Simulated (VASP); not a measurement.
OSZICAR of a VASP run on BAs (space group F-43m):

**OSZICAR**
```
       N       E                     dE             d eps       ncg     rms          rms(c)
DAV:   1     0.168347632792E+02    0.16835E+02   -0.33630E+03  1760   0.872E+02
DAV:   2    -0.115674611288E+02   -0.28402E+02   -0.25687E+02  2520   0.147E+02
DAV:   3    -0.128144448640E+02   -0.12470E+01   -0.12387E+01  2296   0.277E+01
DAV:   4    -0.128202139788E+02   -0.57691E-02   -0.57679E-02  1952   0.223E+00
DAV:   5    -0.128202381312E+02   -0.24152E-04   -0.24152E-04  2224   0.143E-01    0.483E+00
DAV:   6    -0.122883987849E+02    0.53184E+00   -0.50518E-01  2032   0.637E+00    0.243E+00
DAV:   7    -0.122235586826E+02    0.64840E-01   -0.15576E-01  2208   0.310E+00    0.917E-01
DAV:   8    -0.122139623687E+02    0.95963E-02   -0.14734E-02  1960   0.108E+00    0.109E-01
DAV:   9    -0.122137750164E+02    0.18735E-03   -0.95169E-04  2072   0.308E-01    0.478E-02
DAV:  10    -0.122138330590E+02   -0.58043E-04   -0.14818E-04  1976   0.917E-02    0.386E-02
DAV:  11    -0.122138442280E+02   -0.11169E-04   -0.97448E-06  2120   0.278E-02    0.137E-02
DAV:  12    -0.122138440433E+02    0.18479E-06   -0.10991E-06  1960   0.996E-03
   1 F= -.12213844E+02 E0= -.12213844E+02  d E =-.550558E-18  mag=    -0.0000    -0.0000     0.0000
       N       E                     dE             ncg
```

### Question
Which electronic solver shows in the log?

### Answer
It is blocked Davidson (ALGO = Normal, or the opening steps of other solvers). The INCAR had ALGO = Normal.

### Question
How was spin treated?

### Answer
With non-collinear spinors: mag has three components.

### Question
Can the final energy be trusted as converged?

### Answer
The run converged. It stopped with EDIFF = 1E-6, NELM = 100 (PBEsol GGA with spin-orbit coupling, plane waves, VASP's PBE PAW potentials (set 64)).

The structure comes from a computed database's BAs entry (F-43m); how it stands against other phases isn't given here. It was relaxed first.
